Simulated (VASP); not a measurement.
YMgF3:

```
Y Mg F
1.0
     3.93901    0.00000    0.00000
     0.00000    3.93901    0.00000
     0.00000    0.00000    3.93901
Y Mg F
1 1 3
Direct
  0.50000 0.50000 0.50000
  0.00000 0.00000 0.00000
  0.50000 0.50000 0.00000
  0.50000 0.00000 0.50000
  0.00000 0.50000 0.50000
```

The cell was built by a generator and needn't be a form met in nature.

The cell isn't the ideal one: species swapped into the RbBiO3 type (Pm-3m, No. 221).

| Quantity | Value |
| --- | --- |
| Program | VASP 6.6.1 |
| Task | relaxation of cell and atoms |
| Functional | PBE |
| Potentials or basis | VASP PAW PBE potentials, release 64 (Y_sv, Mg, F) |
| Cutoff | 600 eV |
| k mesh | 4 × 4 × 4 |
| Occupations | gaussian, width 0.1 eV |
| Spin | no spin polarisation |

At the start: pressure 65.8 GPa; volume 12.22 Å³/atom.

**Question.** How do energy, volume and symmetry change on relaxing?

**Answer.** Over 5 steps the energy falls by 869.2 meV/atom and the volume is 18.15 Å³/atom (+48.5 %); space group Pm-3m (No. 221, to 0.05 Å).

The path:
```tsv
step	energy change (eV)	largest force (eV/Å)	pressure (GPa)	volume (Å³)
1	0.0000	0.0000	65.83	61.12
2	-2.3962	0.0000	-14.52	117.17
3	-3.7754	0.0000	2.71	88.27
4	-4.3431	0.0000	-0.80	91.54
5	-4.3458	0.0000	-0.20	90.76
```

Final structure:
```
CELL_PARAMETERS angstrom
4.49404 0.00000 0.00000
0.00000 4.49404 0.00000
0.00000 0.00000 4.49404
ATOMIC_POSITIONS crystal
Y 0.50000 0.50000 0.50000
Mg 0.00000 0.00000 0.00000
F 0.50000 0.50000 0.00000
F 0.50000 0.00000 0.50000
F 0.00000 0.50000 0.50000
```

Caveat: the volume moved by over 15 % at a fixed basis, so the end points are rough.
